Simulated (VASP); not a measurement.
Given:

```
ZnSe
1.0
    0.00704     2.81726     2.81726
    2.82431     0.00000     2.82431
    2.81726     2.81726     0.00704
Zn Se
1 1
Cartesian
  0.00000   0.00000   0.00000
  1.41215   1.40863   1.41215
```

All values below come from PBEsol GGA, VASP's PBE PAW potentials (set 64) (plane waves; VASP). Numerical set-up: 480 eV cut-off, 8×8×8 Γ-centred mesh, Gaussian smearing of 0.050 eV, potentials Zn Se.

**Question.** What does the run give for the energy per atom (σ→0), band gap (on the k-mesh) with the smallest direct gap where there is one?

**Answer.** 
```yaml
band gap (on the k-mesh): 1.23 eV
smallest direct gap (on the k-mesh): 1.23 eV
energy per atom (σ→0): -3.386 eV/atom
```

The absolute energy has meaning only against runs of the same code, potentials and settings.

The compound is ZnSe in the zinc blende structure. This cell was strained or had an atom moved on purpose.
